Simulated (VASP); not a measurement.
Input:

```
CELL_PARAMETERS angstrom
      0.00000     2.82900     2.82900
      2.82900     0.00000     2.82900
      2.82900     2.82900     0.00000
ATOMIC_POSITIONS crystal
  Ge 0.00000 0.00000 0.00000
  Ge 0.25000 0.25000 0.25000
```

The numbers are results of PBE GGA with D3 dispersion (zero damping), VASP's PBE PAW potentials (set 64) (plane waves; VASP 6.6.1), not measurements. Numerical set-up: 520 eV cut-off, 7×7×7 Γ-centred mesh, Gaussian smearing of 0.050 eV, potentials Ge_d.

Energy and stress use the plane-wave basis of the starting cell.

### Question
The ions, cell shape and volume are relaxed. Which structure does the run end with?

### Answer

```
CELL_PARAMETERS angstrom
      0.00000     2.86589     2.86589
      2.86589     0.00000     2.86589
      2.86589     2.86589     0.00000
ATOMIC_POSITIONS crystal
  Ge 0.00000 0.00000 0.00000
  Ge 0.25000 0.25000 0.25000
```
Space group Fd-3m (227), at a tolerance of 0.03 Å.

### Question
How do energy and volume change from the first to the last step?

### Answer
The energy (σ→0) changes by -7.7 meV/atom and the volume by +4.0 %, in 5 ionic steps.

The compound is Ge in the diamond structure. This run relaxes it. Symmetry was kept, so distortions that lower it aren't found.
